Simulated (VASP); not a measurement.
# Ge2Sb (P-3m1) in VASP: notebook, part 2 of 2

VASP 6.6.1. The steps go on from the part before.

**4. Relaxation of cell and atoms, PBE**

This run uses another cell than the first one, of 23.12 Å³/atom, 1.003 times its volume.

File INCAR:

```
SYSTEM = Ge2Sb
ALGO = Fast
EDIFF = 1E-6
EDIFFG = -0.04
ENCUT = 600
GGA = PE
IBRION = 2
ISIF = 3
ISMEAR = 0
LASPH = .True.
LCHARG = .False.
LREAL = .False.
LWAVE = .False.
NELM = 100
NSW = 90
PREC = Accurate
SIGMA = 0.1
```

File KPOINTS:

```
k-points
0
Gamma
  6 6 4
  0 0 0
```

File POSCAR:

```
Ge2Sb
1.0
    3.8775000000      0.0000000000      0.0000000000
   -1.9387500000      3.3580135000      0.0000000000
    0.0000000000      0.0000000000      5.3268893900
Ge Sb
2 1
Direct
    0.3333333300      0.6666666700      0.7998245500
    0.6666666700      0.3333333300      0.2001754500
    0.0000000000      0.0000000000      0.5000000000
```

Potentials or basis: VASP PAW PBE potentials, release 64 (Ge_d, Sb).

On the command line:

```
> cat potpaw_PBE.64/Ge_d/POTCAR potpaw_PBE.64/Sb/POTCAR > POTCAR
> mpirun -np 1 vasp_std > vasp.out
```

OUTCAR:

```text
SYSTEM = Ge2Sb
   EDIFF = 1E-6
   EDIFFG = -0.04
   ENCUT = 600
   GGA = PE
   IBRION = 2
   ISIF = 3
   ISMEAR = 0
   LASPH = .True.
   LREAL = .False.
   NELM = 100
   NSW = 90
   PREC = Accurate

 ion  position               nearest neighbor table
   1  0.333  0.667  0.800-   3 2.75   3 2.75   3 2.75
   2  0.667  0.333  0.200-   3 2.75   3 2.75   3 2.75
   3  0.000  0.000  0.500-   1 2.75   2 2.75   1 2.75   2 2.75   2 2.75   1 2.75

  LATTYP: Found a hexagonal cell.
 ALAT       =     3.8775000000
 C/A-ratio  =     1.3737948137

  Lattice vectors:

 A1 = (   3.8775000000,   0.0000000000,   0.0000000000)
 A2 = (  -1.9387500000,   3.3580135000,   0.0000000000)
 A3 = (   0.0000000000,   0.0000000000,   5.3268893900)

Analysis of symmetry for initial positions (statically):
=====================================================================
 Subroutine PRICEL returns:
 Original cell was already a primitive cell.

 Routine SETGRP: Setting up the symmetry group for a
 hexagonal supercell.

 Subroutine GETGRP returns: Found 12 space group operations
 (whereof 12 operations were pure point group operations)
 out of a pool of 24 trial point group operations.

The static configuration has the point symmetry D_3d.

Analysis of symmetry for dynamics (positions and initial velocities):
=====================================================================
 Subroutine PRICEL returns:
 Original cell was already a primitive cell.

 Routine SETGRP: Setting up the symmetry group for a
 hexagonal supercell.

 Subroutine GETGRP returns: Found 12 space group operations
 (whereof 12 operations were pure point group operations)
 out of a pool of 24 trial point group operations.

The dynamic configuration has the point symmetry D_3d.

 Subroutine INISYM returns: Found 12 space group operations
 (whereof 12 operations are pure point group operations),
 and found     1 'primitive' translations

[... 136 lines left out ...]
--------------------------------------- Ionic step        1  -------------------------------------------

 number of electron      33.0000004 magnetization

 Free energy of the ion-electron system (eV)
  ---------------------------------------------------
  ext. energy  EPLUGINS =         0.00000000
  ---------------------------------------------------
  free energy    TOTEN  =       -12.25912411 eV

  energy without entropy =      -12.25369150  energy(sigma->0) =      -12.25640780

------------------------ aborting loop because EDIFF is reached ----------------------------------------

  FORCE on cell =-STRESS in cart. coord.  units (eV):
  Direction    XX          YY          ZZ          XY          YZ          ZX
  --------------------------------------------------------------------------------------
  -------------------------------------------------------------------------------------
  Total        2.8273786      2.8273786      0.3808773      0.0000000      0.0000000      0.0000000
  in kB       65.3110448     65.3110447      8.7980758      0.0000000      0.0000000      0.0000000
  external PRESSURE =      46.4733884 kB  Pullay stress =       0.0000000 kB
[... 61 lines left out ...]
--------------------------------------- Ionic step        3  -------------------------------------------

 number of electron      32.9999990 magnetization

 E-fermi :   5.5849     XC(G=0):  -9.9711

 val. band max:        5.4030085740   @ k =   0.0000   0.1667   0.2500
 cond. band min:       5.5963615753   @ k =   0.3333   0.0000   0.5000
 fundamental gap:      0.1933530012
 Fermi energy:         5.5848795387

 k-point     1 :       0.0000    0.0000    0.0000
  band No.  band energies     occupation
      1     -19.0623      2.00000
      2     -19.0623      2.00000
      3     -19.0456      2.00000
      4     -19.0456      2.00000
      5     -19.0334      2.00000
      6     -19.0263      2.00000
[... 571 lines left out ...]
  FREE ENERGIE OF THE ION-ELECTRON SYSTEM (eV)
  ---------------------------------------------------
  free  energy   TOTEN  =       -12.4397658010 eV

  energy  without entropy=      -12.4333919345  energy(sigma->0) =      -12.43657887

[... ionic steps 4 to 21 ...]

--------------------------------------- Ionic step       22  -------------------------------------------

 number of electron      33.0000000 magnetization

------------------------ aborting loop because EDIFF is reached ----------------------------------------
[... 69 lines left out ...]
--------------------------------------- Ionic step       24  -------------------------------------------

 number of electron      32.9999999 magnetization

 Free energy of the ion-electron system (eV)
  ---------------------------------------------------
  ext. energy  EPLUGINS =         0.00000000
  ---------------------------------------------------
  free energy    TOTEN  =       -12.68638500 eV

  energy without entropy =      -12.68073580  energy(sigma->0) =      -12.68356040

 E-fermi :   6.6143     XC(G=0): -10.4158

 val. band max:        6.4262932391   @ k =   0.3333   0.0000   0.5000
 cond. band min:       6.6479526454   @ k =   0.1667  -0.0000   0.5000
 fundamental gap:      0.2216594063
 Fermi energy:         6.6142660843

 k-point     1 :       0.0000    0.0000    0.0000
  band No.  band energies     occupation
      1     -18.1164      2.00000
      2     -18.1164      2.00000
      3     -18.0651      2.00000
      4     -18.0651      2.00000
      5     -18.0564      2.00000
      6     -18.0050      2.00000
[... 571 lines left out ...]
  FREE ENERGIE OF THE ION-ELECTRON SYSTEM (eV)
  ---------------------------------------------------
  free  energy   TOTEN  =       -12.6863850000 eV

  energy  without entropy=      -12.6807358049  energy(sigma->0) =      -12.68356040

 reached required accuracy - stopping structural energy minimisation
```

OSZICAR:

```text
N       E                     dE             d eps       ncg     rms          rms(c)
DAV:   1     0.250558445206E+03    0.25056E+03   -0.17988E+04  1040   0.401E+03
DAV:   2     0.247835693433E+02   -0.22577E+03   -0.22011E+03   976   0.698E+02
DAV:   3    -0.107109980474E+02   -0.35495E+02   -0.34760E+02  1080   0.175E+02
[... 236 lines left out ...]
RMM:   2    -0.126864791222E+02    0.28779E-03   -0.63884E-04  1103   0.353E-01    0.624E-02
RMM:   3    -0.126863812332E+02    0.97889E-04   -0.29360E-04  1092   0.222E-01    0.916E-03
RMM:   4    -0.126863825811E+02   -0.13479E-05   -0.57391E-05  1137   0.970E-02    0.738E-03
RMM:   5    -0.126863842665E+02   -0.16854E-05   -0.18367E-05  1013   0.443E-02    0.509E-03
RMM:   6    -0.126863850000E+02   -0.73348E-06   -0.26457E-06   672   0.228E-02
  24 F= -.12686385E+02 E0= -.12683560E+02  d E =-.127718E-03
```

CONTCAR:

```text
Ge2Sb
   1.00000000000000
     4.0638832859975480   -0.0000000000000000   -0.0000000000000000
    -2.0319416429987740    3.5194261600836718   -0.0000000000000000
    -0.0000000000000000    0.0000000000000000    4.8363278284408961
  Ge              Sb
     2     1
Direct
     0.3333333300000021    0.6666666699999979    0.8531671813300912
     0.6666666699999979    0.3333333300000021    0.1468328186699088
     0.0000000000000000    1.0000000000000000    0.5000000000000000

  0.00000000E+00  0.00000000E+00  0.00000000E+00
  0.00000000E+00  0.00000000E+00  0.00000000E+00
  0.00000000E+00  0.00000000E+00  0.00000000E+00
```

Wall time 7.7 min (1 thread of Intel Xeon Platinum 8488C (Sapphire Rapids), shared host); peak memory 0.24 GiB.

Results:

```yaml
Free_energy: -12.6864 eV
Relaxed_volume: 23.06 Å³/atom
Relaxed_cell: a = 4.064 Å, b = 4.064 Å, c = 4.836 Å, α = 90.00°, β = 90.00°, γ = 120.00°
Space_group_after_relaxing_to_0.05_Å: P-3m1 (No. 164)
Energy_gained_by_relaxing: 142.4 meV/atom
Ionic_steps: 24
Pressure_after_relaxing: 0.0 GPa
Largest_force_after_relaxing: 0.007 eV/Å
Band_gap_on_the_k_mesh: none (metal or under the smearing width)
```

Forces in eV/Å, atoms in the order of the input:
```
Ge   0.000  0.000 -0.007
Ge   0.000  0.000  0.007
Sb   0.000  0.000  0.000
```

Stress tensor (GPa, compression positive):
```
 0.03  0.00  0.00
 0.00  0.03  0.00
 0.00  0.00 -0.19
```

The path:
```tsv
step	energy change (eV)	largest force (eV/Å)	pressure (GPa)	volume (Å³)
1	0.0000	1.2741	4.65	69.36
2	-0.1799	0.4578	-2.57	76.27
3	-0.1806	0.5055	-2.21	75.76
4	-0.2689	0.5356	-1.47	73.75
5	-0.3879	0.4458	-1.29	69.05
6	0.1087	0.2144	12.85	59.39
7	-0.3615	0.5004	2.65	67.05
8	-0.3655	0.5324	2.25	67.55
9	-0.3989	0.1626	0.75	68.38
10	-0.3990	0.1371	0.94	68.43
11	-0.4176	0.1066	-0.25	69.47
12	-0.4214	0.0744	-1.08	70.44
13	-0.4217	0.0836	-0.75	70.18
14	-0.4262	0.0710	-0.01	69.35
15	-0.4263	0.0689	-0.12	69.26
16	-0.4263	0.0693	0.18	69.09
17	-0.4263	0.0750	0.20	69.16
18	-0.4263	0.0763	0.02	69.21
19	-0.4263	0.0674	0.10	69.19
20	-0.4268	0.0491	0.14	69.24
21	-0.4271	0.0109	-0.12	69.41
22	-0.4271	0.0176	-0.26	69.36
23	-0.4272	0.0005	-0.16	69.25
24	-0.4273	0.0070	-0.04	69.17
```

Final structure:
```cif
data_structure
_symmetry_space_group_name_H-M 'P 1'
_symmetry_Int_Tables_number 1
_cell_length_a 4.0639
_cell_length_b 4.0639
_cell_length_c 4.8363
_cell_angle_alpha 90.000
_cell_angle_beta 90.000
_cell_angle_gamma 120.000
_cell_volume 69.17
loop_
_atom_site_label
_atom_site_type_symbol
_atom_site_fract_x
_atom_site_fract_y
_atom_site_fract_z
_atom_site_occupancy
Ge1 Ge 0.33333 0.66667 0.85317 1
Ge2 Ge 0.66667 0.33333 0.14683 1
Sb1 Sb 0.00000 0.00000 0.50000 1
```

Spin-orbit coupling is left out, which matters for the levels of Sb.

**5. The runs side by side**

```csv
task,cell,k mesh,cutoff (eV),gap on the mesh (eV),pressure (GPa)
single point,"P-3m1, 23.06 Å³/atom",12 × 12 × 10,520,none,0.0
single point,"P-3m1, 22.96 Å³/atom",6 × 6 × 4,520,none,0.0
relaxation of cell and atoms,relaxed,6 × 6 × 4,600,none,0.0
```

Alike in all rows: level PBE; potentials or basis VASP PAW PBE potentials, release 64 (Ge_d, Sb); no spin polarisation; smearing gaussian 0.1 eV.

Absolute energies hang on the potentials; compare differences alone.
